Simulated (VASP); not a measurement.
All values below come from PBE GGA, VASP's PBE PAW potentials (set 64) (plane waves; VASP).

Input for VASP

**INCAR**
```
# general
SYSTEM  = Zr
PREC    = Accurate
ENCUT   = 300
LREAL   = F
LASPH   = T

# electronic loop
EDIFF   = 1E-6
NELM    = 100
ALGO    = Normal
LMAXMIX = 4

# smearing
ISMEAR  = -1
SIGMA   = 0.01

# functional
GGA     = PE

# ions
ISIF    = 2

# output
LWAVE   = F
LCHARG  = F

# other
LDIPOL  = T
IDIPOL  = 3
DIPOL   = 0.5 0.5 0.511
```

POSCAR:
```
Zr
3.1872280
  1.0000000000   0.0000000000   0.0000000000
  0.0000000000   3.2175068743   0.0000000000
  0.0000000000   0.0000000000   6.7252797729
Zr
12
Direct
  0.7453700000   0.0000000000   0.4132870000
  0.7453700000   0.5000000000   0.4132870000
  0.7453700000   0.2500000000   0.3265690000
  0.2453700000   0.7500000000   0.3699280000
  0.2453700000   0.0000000000   0.5433590000
  0.2453700000   0.5000000000   0.5433590000
  0.2453700000   0.2500000000   0.4566410000
  0.7453700000   0.7500000000   0.5000000000
  0.7453700000   0.0000000000   0.6734310000
  0.7453700000   0.5000000000   0.6734310000
  0.7453700000   0.2500000000   0.5867130000
  0.2453700000   0.7500000000   0.6300720000
```

File KPOINTS:
```
Automatic mesh
0
Gamma
10 4 1
0 0 0
```

POTCAR, in this order: Zr_sv (PBE.64 set). Program: vasp_std.

Question: What will the output report for the number of irreducible k-points (NKPTS), largest plane-wave count, number of space-group operations, FFT grid (NGX, NGY, NGZ)?

Answer: 
| Quantity | Value |
|---|---|
| number of irreducible k-points (NKPTS) | 18 |
| largest plane-wave count | 8324 |
| number of space-group operations | 4 |
| FFT grid (NGX, NGY, NGZ) | 18 × 60 × 126 |

The cell is a sheet with vacuum, built from a generated structure.
